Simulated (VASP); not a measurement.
A convergence study with VASP on WSe₂ (space group no. 194 when undisturbed): one setting is varied, all else stays as given below, so the limit is that of these other settings. One atom is moved off its site, so that forces are finite.

```yaml
crystal:
  lattice:
    - [1.64820, -2.85477, 0.00000]
    - [1.64820, 2.85477, 0.00000]
    - [0.00000, 0.00000, 13.02480]
  atoms:
    - { symbol: W, position: [0.33333, 0.66667, 0.25384] }
    - { symbol: W, position: [0.66667, 0.33333, 0.75000] }
    - { symbol: Se, position: [0.33333, 0.66667, 0.87900] }
    - { symbol: Se, position: [0.66667, 0.33333, 0.37900] }
    - { symbol: Se, position: [0.66667, 0.33333, 0.12100] }
    - { symbol: Se, position: [0.33333, 0.66667, 0.62100] }
```

Calculation: PBEsol GGA, VASP's PBE PAW potentials (set 64) (plane waves; VASP). The tightest run used: 300 eV cut-off, 20×20×5 Γ-centred mesh, Fermi-Dirac smearing of 0.050 eV, potentials W_sv Se.

Question: The settings run are 2×2×1 mesh; 3×3×1 mesh; 4×4×1 mesh; 5×5×1 mesh; 6×6×2 mesh; 7×7×2 mesh; 8×8×2 mesh; 10×10×3 mesh; 11×11×3 mesh; 12×12×3 mesh; 13×13×3 mesh; 15×15×4 mesh; 16×16×4 mesh; 18×18×4 mesh; 20×20×5 mesh. From which on does the energy per atom stay within 0.002 eV/atom of the tightest run?

Answer: From 6×6×2 mesh on: it is off by 0.0006 there and by no more than 0.002 in any finer run, while 5×5×1 mesh is off by 0.0077.
```tsv
setting	E (eV/atom)	pressure (GPa)	largest force (eV/Å)	irreducible k-points	difference judged (eV/atom)
2×2×1 mesh	-7.3767	0.52	1.668	2	0.3725
3×3×1 mesh	-7.7284	-1.94	1.382	3	0.0209
4×4×1 mesh	-7.7582	-2.26	1.392	4	0.0090
5×5×1 mesh	-7.7415	-1.95	1.407	5	0.0077
6×6×2 mesh	-7.7487	-2.13	1.394	14	0.0006
7×7×2 mesh	-7.7495	-2.13	1.397	16	0.0002
8×8×2 mesh	-7.7491	-2.12	1.397	20	0.0001
10×10×3 mesh	-7.7492	-2.12	1.397	36	0.0000
11×11×3 mesh	-7.7492	-2.12	1.397	42	0.0000
12×12×3 mesh	-7.7492	-2.12	1.396	50	0.0000
13×13×3 mesh	-7.7492	-2.13	1.397	56	0.0000
15×15×4 mesh	-7.7492	-2.13	1.396	100	0.0000
16×16×4 mesh	-7.7492	-2.13	1.396	111	0.0000
18×18×4 mesh	-7.7492	-2.13	1.396	138	0.0000
20×20×5 mesh	-7.7492	-2.12	1.396	198	0.0000
```

Left out are rungs that failed or repeat a setting and relaxations that didn't move; long series are thinned to 24 rows.

The structure is a typed WSe2 crystal (space group no. 194). The cell was not relaxed at this level, it is distorted from the ideal structure.
